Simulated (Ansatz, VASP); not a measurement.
# Te2Mo in two plane-wave programs, part 2 of 2

Wanted: the spread between two codes on one cell, functional and k mesh. The cell is taken from a series of runs on this material, whose earlier steps may have relaxed, scaled, displaced or heated it; both programs get it as it stands.

VASP 6.6.1 and Ansatz 0.2.0.

So far: Set-up; Ansatz: single point, HSE06; VASP: single point, HSE06.

**3. VASP: single point, HSE06 (continued)**

Level of this step: HSE06, no spin polarisation; plane waves and PAW (Te, Mo_sv) (VASP).

Numbers of over 12 decimals in the logs are rounded to 6 here.

Parts of OUTCAR (step 3):

```text
ion  position               nearest neighbor table
   1  0.334  0.668  0.620-   6 2.72   6 2.72   6 2.72   3 3.64
   2  0.666  0.332  0.120-   5 2.72   5 2.72   5 2.72   4 3.64
   3  0.334  0.668  0.880-   6 2.72   6 2.72   6 2.72   1 3.64
   4  0.666  0.332  0.380-   5 2.72   5 2.72   5 2.72   2 3.64
   5  0.333  0.667  0.250-   2 2.72   4 2.72   2 2.72   4 2.72   2 2.72   4 2.72
   6  0.667  0.333  0.750-   1 2.72   3 2.72   1 2.72   3 2.72   1 2.72   3 2.72

  LATTYP: Found a base centered orthorhombic cell.
 ALAT       =     3.5006090000
 B/A-ratio  =     1.7407545805
 C/A-ratio  =     3.9917625762

 Subroutine GETGRP returns: Found  8 space group operations
 (whereof  4 operations were pure point group operations)

The static configuration has the point symmetry C_2h.
 The point group associated with its full space group is D_2h.

 Found     26 irreducible k-points:

   k-points           NKPTS =     26   k-points in BZ     NKDIM =     72   number of bands    NBANDS=     32

   dimension x,y,z NGX =    24 NGY =   24 NGZ =   96
   dimension x,y,z NGXF=    48 NGYF=   48 NGZF=  192

   ENCUT  =  400.0 eV  29.40 Ry    5.42 a.u.   5.71  5.73 22.79*2*pi/ulx,y,z

   NELECT =      52.0000    total number of electrons

 k-points in reciprocal lattice and weights: Automatic mesh
   0.00000000  0.00000000  0.00000000       0.014
   0.16666667  0.00000000  0.00000000       0.056
   0.33333333  0.00000000  0.00000000       0.056
   0.50000000 -0.00000000  0.00000000       0.028
   0.00000000  0.16666667  0.00000000       0.028
   0.16666667  0.16666667  0.00000000       0.056
   0.33333333  0.16666667  0.00000000       0.056
   0.50000000  0.16666667  0.00000000       0.056
  -0.33333333  0.16666667  0.00000000       0.028
[...]
0.33333333  0.33333333  0.50000000       0.028
   0.00000000  0.50000000  0.50000000       0.014

  exchange ACFDT corr.  =         0.00000000  see jH, gK, PRB 81, 115126

 average (electrostatic) potential at core
       1 -82.3491       2 -82.3491       3 -82.3491       4 -82.3491       5 -68.1528
       6 -68.1528

 E-fermi :   7.9978

 k-point     1 :       0.0000    0.0000    0.0000
  band No.  band energies     occupation
    ...
     22       6.7677      2.00000
     23       6.7795      2.00000
     24       6.8117      2.00000
     25       7.4116      2.00000
     26       7.8593      2.00000
     27      11.3817      0.00000
     28      11.4205      0.00000
     29      11.5368      0.00000
     30      11.5726      0.00000
     31      11.6069      0.00000
    ...

 k-point     2 :       0.1667    0.0000    0.0000
  band No.  band energies     occupation
    ...
     22       6.2817      2.00000
     23       6.4968      2.00000
     24       6.7470      2.00000
     25       7.3666      2.00000
     26       7.4715      2.00000
     27      10.1874      0.00000
     28      10.4861      0.00000
     29      10.5112      0.00000
     30      10.7734      0.00000
     31      10.7911      0.00000
    ...

 k-point     3 :       0.3333    0.0000    0.0000
  band No.  band energies     occupation
    ...
     22       6.3338      2.00000
     23       6.4357      2.00000
     24       6.6804      2.00000
     25       6.8706      2.00000
     26       7.0478      2.00000
     27       9.4544      0.00000
     28       9.8538      0.00000
     29      10.1057      0.00000
     30      10.1265      0.00000
     31      10.5930      0.00000
    ...

  Total       -0.8345412     -1.3236229     -2.2678868      0.0000000      0.0000000      0.0000000
  in kB       -8.9712984    -14.2289151    -24.3797294      0.0000000      0.0000000      0.0000000
  external PRESSURE =     -15.8599810 kB  Pullay stress =       0.0000000 kB

  energy-cutoff  :      400.00
  volume of cell :      149.04
      direct lattice vectors                 reciprocal lattice vectors
     3.500609000  0.000000000  0.000000000     0.285664580  0.164103880  0.000000000
    -1.750304500  3.046850576  0.000000000     0.000000000  0.328207759  0.000000000
     0.000000000  0.000000000 13.973600000     0.000000000  0.000000000  0.071563520

 POSITION                                       TOTAL-FORCE (eV/Angst)
 -----------------------------------------------------------------------------------
      0.00000      2.03411      8.66207        -0.000000     -0.003240      0.541935
      1.75030      1.01274      1.67527         0.000000      0.003240      0.541935
      0.00000      2.03411     12.29833        -0.000000     -0.003240     -0.541935
      1.75030      1.01274      5.31153         0.000000      0.003240     -0.541935
      0.00000      2.03074      3.49340         0.000000     -0.005922      0.000000
      1.75030      1.01611     10.48020         0.000000      0.005922      0.000000
 -----------------------------------------------------------------------------------
    total drift:                               -0.000001     -0.000000     -0.000003

  FREE ENERGIE OF THE ION-ELECTRON SYSTEM (eV)
  ---------------------------------------------------
  free  energy   TOTEN  =       -43.5828698265 eV

  energy  without entropy=      -43.5828698265  energy(sigma->0) =      -43.58286983

 total charge
# of ion       s       p       d       tot
------------------------------------------
    1        1.349   2.108   0.066   3.523
    2        1.349   2.108   0.066   3.523
    3        1.349   2.108   0.066   3.523
    4        1.349   2.108   0.066   3.523
    5        2.251   6.153   3.929  12.333
    6        2.251   6.153   3.929  12.333
--------------------------------------------------
tot          9.898  20.737   8.122  38.757

[... 3 further parts left out ...]
```

This run has no spin polarisation, so a moment on Mo, if there is one, isn't seen.

**4. Comparison**

Known differences besides the potentials themselves: exact exchange at q = 0 is treated differently, which shows on coarse meshes; VASP keeps PBE cores, Ansatz makes them for the functional; fixed occupations in Ansatz, narrow Gaussian smearing in VASP; the data sets hold 92 valence electrons in Ansatz (on its PAW soft_1 files) and 52 in VASP; the cutoff is 420 eV in Ansatz and 400 eV in VASP; VASP takes a coarser grid for exact exchange (PRECFOCK = Fast). Total energies have different zeros and are not compared.

The two programs side by side:

```tsv
quantity	Ansatz	VASP	difference
gap on the k mesh (eV)	1.223	1.216	+0.008
```

A gap on the mesh is an upper bound, since the band edges may lie between its points.

**5. Summary of results**

| Quantity | Value |
| --- | --- |
| difference in gap on the k mesh (single point, HSE06) | 0.0076 eV |

**Reading.** The difference in gap on the k mesh is 0.0076 eV (single point, HSE06), within the 0.08 eV picked in this series as the mark of a large difference. The data sets hold unlike numbers of valence electrons (92 in Ansatz and 52 in VASP), so part of the differences comes from the potentials. Such differences can come from data sets, numerical settings and the points named under the comparisons, not from the functional's error against experiment.

[Lines on the potential files, build, host, timing and source positions are cut from VASP's logs without a mark.]

[Logs are printed without paths, hosts, clocks, repeated set-up lines and the standing remarks that a program may print on its own settings, such as how far it seeks lower states.]

[Hosts, paths, dates, database ids (printed as entryN), source tags and the programs' standing remarks are cut or masked in the printed files.]
